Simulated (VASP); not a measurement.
Given:

```
Te
1.0
    2.26690    -3.92638     0.00000
    2.26690     3.92638     0.00000
    0.00000     0.00000     5.95667
Te
3
Cartesian
  2.87064  -2.88067   3.97111
  3.32632   0.00000   0.00000
  2.87064   2.88067   1.98555
```

All values below come from modified Becke-Johnson potential (mBJ) with spin-orbit coupling, VASP's PBE PAW potentials (set 64) (plane waves; VASP 6.6.1). Numerical set-up: 350 eV cut-off, 4×4×4 Γ-centred mesh, Gaussian smearing of 0.050 eV, potentials Te.

mBJ is a potential without an energy functional, so only the levels count.

### Question
Give the energies of bands 11 to 24 at the high-symmetry points, in eV from the valence-band maximum.

### Answer

| band | Γ | M | K | A | L | H |
|---|---|---|---|---|---|---|
| 11 | -2.69 | -3.58 | -3.14 | -2.64 | -3.65 | -4.81 |
| 12 | -2.69 | -3.58 | -3.14 | -2.64 | -3.65 | -4.81 |
| 13 | -1.75 | -3.35 | -3.03 | -1.56 | -2.42 | -1.23 |
| 14 | -1.75 | -3.35 | -2.89 | -1.56 | -2.42 | -1.23 |
| 15 | -1.73 | -1.19 | -2.89 | -1.35 | -2.10 | -0.35 |
| 16 | -1.73 | -1.19 | -2.81 | -1.35 | -2.10 | -0.35 |
| 17 | -0.97 | -1.00 | -2.50 | -1.06 | -0.29 | -0.12 |
| 18 | -0.97 | -1.00 | -2.50 | -1.06 | -0.29 | 0.00 |
| 19 | 0.61 | 0.91 | 2.58 | 0.41 | 0.81 | 0.26 |
| 20 | 0.61 | 0.91 | 2.62 | 0.41 | 0.81 | 0.26 |
| 21 | 1.21 | 1.00 | 2.75 | 0.56 | 1.73 | 1.24 |
| 22 | 1.21 | 1.00 | 2.75 | 0.56 | 1.73 | 1.29 |
| 23 | 1.70 | 3.38 | 2.95 | 0.77 | 2.55 | 1.48 |
| 24 | 1.70 | 3.38 | 2.95 | 0.77 | 2.55 | 1.48 |

The gap is direct, 0.26 eV, from the valence maximum at H to the conduction minimum at H.

The compound is Te in the trig structure. It was relaxed first. The cell's shape comes from a PBE relaxation.
